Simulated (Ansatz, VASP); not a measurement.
# Sn in two plane-wave programs

Aim: how closely do two programs agree when they are given the same cell, functional and k mesh? The cell is taken from a series of runs on this material, whose earlier steps may have relaxed, scaled, displaced or heated it; both programs get it as it stands.

Calculated with Ansatz 0.2.0; plane waves, with VASP 6.6.1 beside it; zone-centre phonons at PBEsol.

## Step 1: The starting structure

The structure is cubic, space group Fd-3m (No. 227). The conventional cell has a = 6.584 Å, b = 6.584 Å, c = 6.584 Å, α = 90.00°, β = 90.00°, γ = 90.00°. Nearest to Sn lie 4 Sn at 2.85 Å.

## Step 2: VASP: zone-centre phonons, PBEsol, pair 1

Second derivatives magnify differences that forces hide, and they need a tight electronic threshold.

Lines of VASP's logs that name or quote its potential files are left out, and so is its time.

INCAR

```
SYSTEM = Sn
PREC = Accurate
ENCUT = 500
EDIFF = 1E-08
NELM = 120
ISMEAR = 1
SIGMA = 0.2
LREAL = .FALSE.
ALGO = Normal
GGA = PS
NBANDS = 20
LORBIT = 11
LWAVE = .FALSE.
LCHARG = .FALSE.
ISIF = 2
IBRION = 8
LASPH = .TRUE.
GGA_COMPAT = .FALSE.
KPAR = 2
```

POSCAR

```
Sn
1.0
    0.0000000000      3.2919454650      3.2919454650
    3.2919454650      0.0000000000      3.2919454650
    3.2919454650      3.2919454650      0.0000000000
Sn
2
Direct
    0.5000000000      0.5000000000      0.5000000000
    0.7500000000      0.7500000000      0.7500000000
```

KPOINTS

```
Automatic mesh
0
Gamma
12 12 12
0 0 0
```

Potentials, in the order of the species: Sn_d (PBE family, release 64).

Started as:

```console
$ mpirun -np 2 vasp_std
```

Numbers of over 12 decimals in the logs are rounded to 6 here.

The log of the run:

```text
[banner, memory and clock lines left out]
running    2 mpi-ranks, on    1 nodes
 distrk:  each k-point on    1 cores,    2 groups
 distr:  one band on    1 cores,    1 groups

 POSCAR found type information on POSCAR Sn
 POSCAR found :  1 types and       2 ions
|                                                                             |
|               ----> ADVICE to this user running VASP <----                  |
|                                                                             |
|     You enforced a specific xc type in the INCAR file but a different       |
|     [... a line on the potential file left out ...]
|     I HOPE YOU KNOW WHAT YOU ARE DOING!                                     |
|                                                                             |

 LDA part: xc-table for (Slater+PW92), standard interpolation
 POSCAR, INCAR and KPOINTS ok, starting setup
 FFT: planning ... GRIDC
 FFT: planning ... GRID_SOFT
 FFT: planning ... GRID
 WAVECAR not read
 entering main loop
       N       E                     dE             d eps       ncg     rms          rms(c)
DAV:   1     0.217820152924E+03    0.21782E+03   -0.14694E+04  2900   0.195E+03
DAV:   2     0.143353201123E+02   -0.20348E+03   -0.19976E+03  2884   0.433E+02
DAV:   3    -0.781526145575E+01   -0.22151E+02   -0.22009E+02  3260   0.140E+02
DAV:   4    -0.852965045558E+01   -0.71439E+00   -0.71401E+00  3304   0.284E+01
DAV:   5    -0.855446158680E+01   -0.24811E-01   -0.24810E-01  3852   0.518E+00    0.307E+00
DAV:   6    -0.849103655750E+01    0.63425E-01   -0.42230E-02  3912   0.270E+00    0.174E+00
DAV:   7    -0.846052671151E+01    0.30510E-01   -0.50507E-02  3284   0.258E+00    0.163E-01
DAV:   8    -0.846140885248E+01   -0.88214E-03   -0.70690E-03  3156   0.104E+00    0.502E-02
DAV:   9    -0.846165380027E+01   -0.24495E-03   -0.34714E-04  3656   0.157E-01    0.127E-02
DAV:  10    -0.846167311053E+01   -0.19310E-04   -0.24499E-05  3456   0.353E-02    0.513E-03
DAV:  11    -0.846167476578E+01   -0.16553E-05   -0.21731E-06  3248   0.117E-02    0.107E-03
DAV:  12    -0.846167478928E+01   -0.23502E-07   -0.24666E-07  3216   0.404E-03    0.297E-04
DAV:  13    -0.846167475709E+01    0.32186E-07   -0.15831E-08  2756   0.104E-03    0.104E-04
DAV:  14    -0.846167477196E+01   -0.14863E-07   -0.17995E-09  1908   0.592E-04    0.240E-05
DAV:  15    -0.846167477061E+01    0.13497E-08   -0.45579E-10  1660   0.284E-04
   1 F= -.84616748E+01 E0= -.84615437E+01  d E =-.393304E-03
 Linear response reoptimize wavefunctions to high precision
DAV:   1    -0.846167477364E+01   -0.30368E-08   -0.29210E-10  1748   0.239E-04
DAV:   2    -0.846167477366E+01   -0.13642E-10   -0.12575E-10  1608   0.123E-04
 Linear response DOF=           1
 Linear response progress:
  Degree of freedom:   1/  1
       N       E                     dE             d eps       ncg     rms          rms(c)
RMM:   1    -0.214319853806E+00   -0.21432E+00    0.53435E-01 14048   0.993E+00
RMM:   2    -0.220935759133E+00   -0.66159E-02   -0.19650E-02 19636   0.115E+00    0.680E-02
RMM:   3    -0.221092664612E+00   -0.15691E-03   -0.16026E-03 20684   0.321E-01    0.314E-02
RMM:   4    -0.220992407438E+00    0.10026E-03   -0.11206E-04 20538   0.966E-02    0.113E-02
RMM:   5    -0.220977939132E+00    0.14468E-04   -0.17933E-05 20890   0.326E-02    0.387E-03
RMM:   6    -0.220977283714E+00    0.65542E-06   -0.11146E-06 20808   0.944E-03    0.187E-03
RMM:   7    -0.220975376125E+00    0.19076E-05   -0.92733E-07 20583   0.342E-03    0.289E-04
RMM:   8    -0.220972989866E+00    0.23863E-05   -0.22915E-07 21387   0.122E-03    0.217E-04
RMM:   9    -0.220971178750E+00    0.18111E-05   -0.15362E-07 20965   0.500E-04    0.541E-05
RMM:  10    -0.220971621791E+00   -0.44304E-06   -0.14007E-07 22206   0.205E-04    0.296E-05
RMM:  11    -0.220971609970E+00    0.11821E-07   -0.45996E-08 21353   0.102E-04    0.567E-06
RMM:  12    -0.220971591700E+00    0.18270E-07    0.16412E-08 22917   0.539E-05    0.522E-06
RMM:  13    -0.220971582314E+00    0.93861E-08    0.20115E-08 22028   0.324E-05    0.296E-06
 first order change of Fermi-energy   0.81813E-04
 force on displaced ion       1 direction 1 :  -6.663   0.000   0.000
 Linear response finished
```

Parts of OUTCAR (step 2):

```text
ion  position               nearest neighbor table
   1  0.500  0.500  0.500-   2 2.85   2 2.85   2 2.85   2 2.85
   2  0.750  0.750  0.750-   1 2.85   1 2.85   1 2.85   1 2.85

  LATTYP: Found a face centered cubic cell.
 ALAT       =     6.5838909300

 Subroutine GETGRP returns: Found 48 space group operations
 (whereof 24 operations were pure point group operations)

The static configuration has the point symmetry T_d .
 The point group associated with its full space group is O_h .

 Found     72 irreducible k-points:

   k-points           NKPTS =     72   k-points in BZ     NKDIM =     72   number of bands    NBANDS=     20

   dimension x,y,z NGX =    36 NGY =   36 NGZ =   36
   dimension x,y,z NGXF=    72 NGYF=   72 NGZF=   72

   ENCUT  =  500.0 eV  36.75 Ry    6.06 a.u.   8.49  8.49  8.49*2*pi/ulx,y,z

   NELECT =      28.0000    total number of electrons

 k-points in reciprocal lattice and weights: Automatic mesh
   0.00000000  0.00000000  0.00000000       0.001
   0.08333333  0.00000000  0.00000000       0.005
   0.16666667  0.00000000  0.00000000       0.005
   0.25000000  0.00000000  0.00000000       0.005
   0.33333333  0.00000000  0.00000000       0.005
   0.41666667  0.00000000  0.00000000       0.005
   0.50000000  0.00000000  0.00000000       0.002
   0.08333333  0.08333333  0.00000000       0.003
   0.16666667  0.08333333  0.00000000       0.014
[...]
-0.33333333  0.50000000  0.16666667       0.007
  -0.25000000  0.50000000  0.25000000       0.003

 average (electrostatic) potential at core
       1-101.7163       2-101.7163

  Total       -0.3767164     -0.3767164     -0.3767164      0.0000000      0.0000000      0.0000000
  in kB       -8.4593533     -8.4593533     -8.4593533      0.0000000      0.0000000      0.0000000
  external PRESSURE =      -8.4593533 kB  Pullay stress =       0.0000000 kB

  energy-cutoff  :      500.00
  volume of cell :       71.35
      direct lattice vectors                 reciprocal lattice vectors
     0.000000000  3.291945465  3.291945465    -0.151885870  0.151885870  0.151885870
     3.291945465  0.000000000  3.291945465     0.151885870 -0.151885870  0.151885870
     3.291945465  3.291945465  0.000000000     0.151885870  0.151885870 -0.151885870

 POSITION                                       TOTAL-FORCE (eV/Angst)
 -----------------------------------------------------------------------------------
      3.29195      3.29195      3.29195         0.000000      0.000000     -0.000000
      4.93792      4.93792      4.93792        -0.000000     -0.000000      0.000000
 -----------------------------------------------------------------------------------
    total drift:                                0.000000      0.000000      0.000000

 Eigenvectors and eigenvalues of the dynamical matrix
 ----------------------------------------------------

   1 f  =    5.237726 THz    32.909601 2PiTHz  174.711723 cm-1    21.661483 meV
             X         Y         Z           dx          dy          dz
      3.291945  3.291945  3.291945     0.000000   -0.707107    0.000000
      4.937918  4.937918  4.937918     0.000000    0.707107    0.000000

   2 f  =    5.237726 THz    32.909601 2PiTHz  174.711723 cm-1    21.661483 meV
             X         Y         Z           dx          dy          dz
      3.291945  3.291945  3.291945    -0.707107    0.000000    0.000000
      4.937918  4.937918  4.937918     0.707107    0.000000    0.000000

   3 f  =    5.237726 THz    32.909601 2PiTHz  174.711723 cm-1    21.661483 meV
             X         Y         Z           dx          dy          dz
      3.291945  3.291945  3.291945     0.000000    0.000000   -0.707107
      4.937918  4.937918  4.937918     0.000000    0.000000    0.707107

   4 f  =    0.000000 THz     0.000000 2PiTHz    0.000000 cm-1     0.000000 meV
             X         Y         Z           dx          dy          dz
      3.291945  3.291945  3.291945     0.707107    0.000000    0.000000
      4.937918  4.937918  4.937918     0.707107    0.000000    0.000000

   5 f  =    0.000000 THz     0.000000 2PiTHz    0.000000 cm-1     0.000000 meV
             X         Y         Z           dx          dy          dz
      3.291945  3.291945  3.291945     0.000000    0.707107    0.000000
      4.937918  4.937918  4.937918     0.000000    0.707107    0.000000

   6 f  =    0.000000 THz     0.000000 2PiTHz    0.000000 cm-1     0.000000 meV
             X         Y         Z           dx          dy          dz
      3.291945  3.291945  3.291945     0.000000    0.000000    0.707107
      4.937918  4.937918  4.937918     0.000000    0.000000    0.707107

 ELASTIC MODULI CONTR FROM IONIC RELAXATION (kBar)
 Direction    XX          YY          ZZ          XY          YZ          ZX
 --------------------------------------------------------------------------------
 XX          -0.0000      0.0000      0.0000      0.0000      0.0000      0.0000
 YY           0.0000     -0.0000      0.0000      0.0000      0.0000     -0.0000
 ZZ           0.0000      0.0000     -0.0000      0.0000      0.0000      0.0000
 XY           0.0000      0.0000      0.0000   -181.3055      0.0000      0.0000
 YZ           0.0000      0.0000      0.0000      0.0000   -181.3055      0.0000
 ZX           0.0000     -0.0000      0.0000      0.0000      0.0000   -181.3055
 --------------------------------------------------------------------------------
```

## Step 3: Ansatz: zone-centre phonons, PBEsol, pair 1

Ansatz runs on its PAW soft_1 files.

The same cell, functional, mesh and smearing now go to Ansatz, which takes its cutoff from its data sets.

input.yaml

```yaml
crystal:
  lattice:
    - [0.0, 3.291945465, 3.291945465]
    - [3.291945465, 0.0, 3.291945465]
    - [3.291945465, 3.291945465, 0.0]
  atoms:
    - { symbol: Sn, position: [0.5, 0.5, 0.5] }
    - { symbol: Sn, position: [0.75, 0.75, 0.75] }
kpoints:
  mp_grid: { grid: [12, 12, 12] }
hamiltonian:
  xc: pbesol
  pseudopotentials: { kind: paw, azcp: { folder: soft_1 }, xc_functional: pbe }
scf:
  occupations: { method: methfessel_paxton, width: 0.2 }
output:
  eigenvalues: true
phonons:
  method: dfpt
```

Started as:

```console
$ ansatz run input.yaml --threads 4 --pin off --max-ram 10240MiB --backend cpu --events-out ev --progress --plain --runs-dir out
```

The log of the run:

```text
zone centre: on kpoints.mp_grid the ground state, and the responses unless they are solved on pairs of k-points, stand on 163 of the mesh's 1728 k-points, reduced under 8 symmetry operations, with k and −k counted as one. Each operation leaves every solved displacement unchanged or reverses it
Engine: ansatz 0.2.0, x86_64-unknown-linux-gnu
Pseudopotentials: kind: paw
Pseudopotential: Sn, paw, valence charge 14, recommended cutoff 420 eV (normal), soft_1/Sn.paw.azcp
Functional definition: PBEsol
  exchange = pbesol_x
  correlation = pbesol_c
Crystal: 2 atoms, lattice volume = 71.349 Å³
Basis set: ecut = 420 eV, 1411 PW (Γ), exchange–correlation on 64×64×64 points (8 copies of the dense FFT grid, shifted against one another)
Bands: 18, of which v1, the nominal top of the filled ones, is band 14 counted from 1 (13 counted from 0)
Symmetry: 48 space group operations
k-points: 163 of 1728 (irreducible under 8 space group operations, time reversal used)
Non-local potential: Sn, projectors of the file, l = 0: 2, l = 1: 2, l = 2: 2, l = 3: 1
PAW form: soft (Blöchl's): semilocal exchange-correlation on the pseudo side does not see the compensation charge
PAW frozen core: Sn, regenerated for the run's functional, and the local potential with it (the file was generated under x = pbe(κ = 0.804, μ = 0.219515), c = pbe(β = 0.066725))
PAW one-centre angular grid: Sn, 590 points (default); XC on 64 Gauss nodes
Initial density: superposition of atomic densities (chi_scale 0.1, normalization cell)
Initial wavefunctions: pseudopotential atomic-orbital guess
Functional: x = pbesol(κ = 0.804, μ = 0.123457), c = pbesol(β = 0.046)
SCF iter   1: F=—  HF=-11899.709569 eV  |F-HF|=—  |Δ(HF+E_count)|=         —  Δρ=2.06e-2  dr2=3.21e-1  ethr=3.10e-3  ⟨swp⟩=5.6  Hψ=15480  notcnv=0
preconditioner: auto → Kerker (q_TF=auto, 2.334 Å⁻¹)  [metal: Δε(μ)=0.112 eV  Ē_g=19.790 eV  σ=0.200 eV  W_gap=0.44  n_scr=14 (ndim 8)  ℏωp=23.3 eV  f_vac=0.012  D(μ)=0.20/eV (n_scr^D=0)]
SCF iter   2: F=—  HF=-11899.670142 eV  |F-HF|=—  |Δ(HF+E_count)|=   3.94e-2  S|Δr|=    0.00e0  Δρ=1.34e-2  dr2=1.54e-1  ethr=1.15e-3  ⟨swp⟩=1.0  Hψ=4242  notcnv=0
SCF iter   3: F=—  HF=-11899.640756 eV  |F-HF|=—  |Δ(HF+E_count)|=   2.94e-2  S|Δr|=    0.00e0  Δρ=2.45e-3  dr2=1.24e-2  ethr=5.49e-4  ⟨swp⟩=1.0  Hψ=2934  notcnv=0
SCF iter   4: F=—  HF=-11899.641512 eV  |F-HF|=—  |Δ(HF+E_count)|=   7.56e-4  S|Δr|=    0.00e0  Δρ=1.32e-3  dr2=2.56e-3  ethr=4.44e-5  ⟨swp⟩=2.0  Hψ=3558  notcnv=0
SCF iter   5: F=—  HF=-11899.642687 eV  |F-HF|=—  |Δ(HF+E_count)|=   1.18e-3  S|Δr|=    0.00e0  Δρ=2.76e-4  dr2=7.02e-5  ethr=9.14e-6  ⟨swp⟩=2.0  Hψ=3602  notcnv=0
SCF iter   6: F=—  HF=-11899.642765 eV  |F-HF|=—  |Δ(HF+E_count)|=   7.78e-5  S|Δr|=    0.00e0  Δρ=5.25e-5  dr2=1.39e-6  ethr=2.51e-7  ⟨swp⟩=2.2  Hψ=3897  notcnv=0
SCF iter   7: F=—  HF=-11899.642771 eV  |F-HF|=—  |Δ(HF+E_count)|=   6.05e-6  S|Δr|=    0.00e0  Δρ=8.68e-6  dr2=3.74e-8  ethr=4.97e-9  ⟨swp⟩=2.0  Hψ=3597  notcnv=0
SCF iter   8: F=—  HF=-11899.642771 eV  |F-HF|=—  |Δ(HF+E_count)|=   1.50e-7  S|Δr|=    0.00e0  Δρ=1.30e-6  dr2=1.22e-9  ethr=1.34e-10  ⟨swp⟩=2.1  Hψ=3692  notcnv=0
SCF iter   9: F=—  HF=-11899.642771 eV  |F-HF|=—  |Δ(HF+E_count)|=   4.05e-9  S|Δr|=    0.00e0  Δρ=2.69e-7  dr2=4.30e-11  ethr=4.37e-12  ⟨swp⟩=2.6  Hψ=4011  notcnv=0
SCF iter  10: F=-11899.642771 eV  HF=-11899.642771 eV  |F-HF|=3.64e-12  |Δ(HF+E_count)|=  9.28e-11  S|Δr|=    0.00e0  Δρ=5.09e-8  dr2=1.46e-12  ethr=1.00e-12  ⟨swp⟩=6.5  Hψ=13190  notcnv=0
SCF 1 converged in 10 iterations: F = -11899.642771 eV  dr2 = 1.46e-12
  greatest PAW one-centre occupation: 0.991 electrons in one spin orbital (limit 2), on the Sn atom at site 1 (counted from 0), in its partial waves of l = 2
DFPT response loops at Γ: preconditioner auto → Kerker (q_TF=auto, 2.334 Å⁻¹) (partly filled bands, converged f_vac=0.091); β = 1.00, the filter's whole step (`scf.mixing.beta` (0.50) is not read by the response loops under this deck's `scf.mixing.preconditioner`; to damp them name `kerker` or `kerker_dos`, under which they read `scf.mixing.beta`, and type it under 1.00, their step now; both keys bind the ground state too); Broyden in place of MSR1
SCF converged after 10 iterations
Stability not checked: this state was not tested for a lower state beside it, because cold or Methfessel-Paxton smearing, or corrected tetrahedra, fill the levels in a way that the test cannot read (fill_not_monotonic; see scf.lower_state_search)
Free energy (F): -11899.642771 eV
Harris-Foulkes:  -11899.642771 eV  (|F-HF|=3.64e-12)
Internal energy: -11899.642381 eV  (E = F + TS)
E sigma→0 (E₀):  -11899.642674 eV
Entropy (-TS):   -0.000390 eV (-0.195 meV/atom)
Fermi energy:    7.159482 eV
--- Per-component energies (eV) ---
  E_band       = -262.673707
  E_kinetic    = 336.222095
  E_local      = -2675.316494  (includes V_loc(G=0)·N_el)
  E_nonlocal   = 293.721247
  E_hartree    = 1295.525584
  E_xc         = -248.665047
  E_vxc        = -159.904728  (∫ρ·V_xc dr)
  E_paw        = -8592.529866  (= ΣΔE_a)
  E_vpaw       = -648.447624  (= ΣTr[D̂ρ^β])
  E_aug_tail   = 0.000583  (compensation charges beyond the density's cutoff)
  E_ewald      = -2309.170163
  E_core_change = 0.569679  (= ΣΔE_core)
  E_smearing   = -0.000390  (= −TS)
  E_closure    = 0.000000  (closes the sum)
  Σ components = -11899.642771   (vs F -11899.642771, Δ=0.00e0)
--- Band table (eV; the first three rows and the last of 163) ---
  k-point 0: bands = [... 10 lower, -3.1588, 6.1980, 7.2761, 7.2761, 7.2761, 9.3309, 9.3309, 9.3309]
  k-point 1: bands = [... 10 lower, -3.0943, 5.4725, 7.1438, 7.1438, 7.5823, 9.5022, 9.5022, 9.5833]
  k-point 2: bands = [... 10 lower, -2.9037, 4.3140, 6.8590, 6.8590, 7.6032, 9.8686, 9.8686, 10.3849]
  k-point 162: bands = [... 10 lower, -0.1505, -0.1505, 4.3050, 4.3050, 10.4549, 10.4549, 11.1505, 11.1505]
--- Phonons (Γ-DFPT): 1 representative perturbation + reference, on 163 of 1728 k-points (Σ response iterations 3) ---
  k mesh reduced under 8 symmetry operations, with k and −k counted as one. Each operation leaves every solved displacement unchanged or reverses it
  ASR residual: 4.993e-7 → 0.000e0 eV/Å²; symmetrization residual: 2.290e-12 eV/Å²
  ASR residual per site (eV/Å²): 4.99e-7 4.99e-7
  Γ frequencies (cm⁻¹): 0.00 0.00 0.00 174.80 174.80 174.80
  non-analytic LO–TO correction: not included (Born effective charges unavailable; polar crystals: no LO–TO splitting at Γ)
```

## Step 4: Comparison

Known differences besides the potentials themselves: the cutoff is 420 eV in Ansatz and 500 eV in VASP; Ansatz makes its cores anew for this functional, VASP keeps those of its PBE data sets. Total energies have different zeros and are not compared.

Both answers:

| quantity | Ansatz | VASP | difference |
| --- | --- | --- | --- |
| optical mode 1 to 3 (cm⁻¹) | 174.8 | 174.7 | +0.05 % |

Modes are paired by rising frequency, not by their patterns, so a pair may set unlike modes beside each other; they are those without the splitting of longitudinal modes.

(Part 1 of 2 ends here.)

[Lines on the potential files, build, host, timing and source positions are cut from VASP's logs without a mark.]

[Logs are printed without paths, hosts, clocks, repeated set-up lines and the standing remarks that a program may print on its own settings, such as how far it seeks lower states.]

[Hosts, paths, dates, database ids (printed as entryN), source tags and the programs' standing remarks are cut or masked in the printed files.]
